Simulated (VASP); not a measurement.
An input for Quantum ESPRESSO's pw.x (written as the equivalent of a VASP run, and not itself run):

```
&CONTROL
  calculation = 'vc-relax'
  pseudo_dir = './pseudo'
  outdir = './out'
  tprnfor = .true.
  tstress = .true.
  nstep = 60
  forc_conv_thr = 0.00039
/
&SYSTEM
  ibrav = 0
  nat = 2
  ntyp = 2
  ecutwfc = 84
  occupations = 'smearing'
  smearing = 'methfessel-paxton'
  degauss = 0.00735
  input_dft = 'pbesol'
/
&ELECTRONS
  conv_thr = 7.3e-08
  electron_maxstep = 100
/
&IONS
/
&CELL
/
ATOMIC_SPECIES
  Mg 24.305 Mg.upf
  Hf 178.490 Hf.upf
CELL_PARAMETERS angstrom
     1.5099433    0.8717658    5.3780467
    -1.5099433    0.8717658    5.3780467
    -0.0000000   -1.7435326    5.3780467
ATOMIC_POSITIONS crystal
  Mg   0.5000000  0.5000000  0.5000000
  Hf   1.0000000  0.0000000  1.0000000
K_POINTS automatic
  13 13 13 0 0 0
```

Question: Translate this input to VASP (INCAR, KPOINTS, POSCAR, choice of POTCAR).

Answer: This is not unique; one that fits is 
**POSCAR**
```
HfMg
1.0
  1.5099433324   0.8717658002   5.3780467054
 -1.5099433324   0.8717658002   5.3780467054
  0.0000000000  -1.7435325732   5.3780467024
Mg Hf
1 1
direct
  0.5000000000   0.5000000000   0.5000000000
  1.0000000000   0.0000000000   1.0000000000
```

INCAR:
```
! general
SYSTEM  = HfMg
PREC    = Accurate
ENCUT   = 400
LREAL   = .False.
LASPH   = .True.   ! aspherical one-centre terms

! electronic loop
EDIFF   = 1E-6   ! SCF stop (eV)
NELM    = 100   ! most electronic steps
ALGO    = Normal
LMAXMIX = 6

! smearing
ISMEAR  = 1   ! Methfessel-Paxton
SIGMA   = 0.1   ! width (eV)

! functional
GGA     = PS   ! PBEsol

! ions
IBRION  = 2   ! conjugate gradients
NSW     = 60
ISIF    = 3
EDIFFG  = -0.01   ! ionic stop

! output
LWAVE   = .False.
LCHARG  = .False.
```

**KPOINTS**
```
Automatic mesh
0
Gamma
13 13 13
0 0 0
```

POTCAR, in this order: Mg Hf_pv (PBE.64 set). Program: vasp_std.

The two are equivalent in intent, not identical: the potentials are each code's own (VASP's PAW set, PseudoDojo norm-conserving files in pw.x), so ENCUT and ecutwfc are chosen apart and not converted; conv_thr bounds pw.x's estimated SCF error, while EDIFF bounds the energy change between steps; forc_conv_thr acts on force components and is met together with etot_conv_thr.

The structure comes from a computed database's HfMg entry (R-3m); how it stands against other phases isn't given here. It was relaxed first. The start is the result of an earlier pass.
